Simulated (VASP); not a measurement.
Data:

```xyz
4
Lattice="3.4771 0.0000 0.0000 -1.7385 3.0112 0.0000 0.0000 0.0000 11.1642" Properties=species:S:1:pos:R:3 pbc="T T T"
Tl     0.0000     0.0000     0.0000
Tl     0.0000     0.0000     5.5821
Tl     0.0000     2.0075     2.7911
Tl     1.7385     1.0037     8.3732
```

Level of theory: PBE GGA, VASP's PBE PAW potentials (set 64) (plane waves; VASP 6.6.1). Numerical set-up: 300 eV cut-off, 11×11×3 Γ-centred mesh, Fermi-Dirac smearing of 0.10 eV, potentials Tl_d.

At this cut-off the stress carries a Pulay error, which pulls relaxed volumes low.

**Question.** Give the stress tensor in GPa (positive for a compressed cell).

**Answer.** 
```
1.47  0.00  0.00
0.00  1.47  0.00
0.00  0.00  1.81
```
The pressure is its mean diagonal, 1.58 GPa.

The structure comes from a computed database's Tl entry; how it stands against other phases isn't given here. The cell was not relaxed at this level.
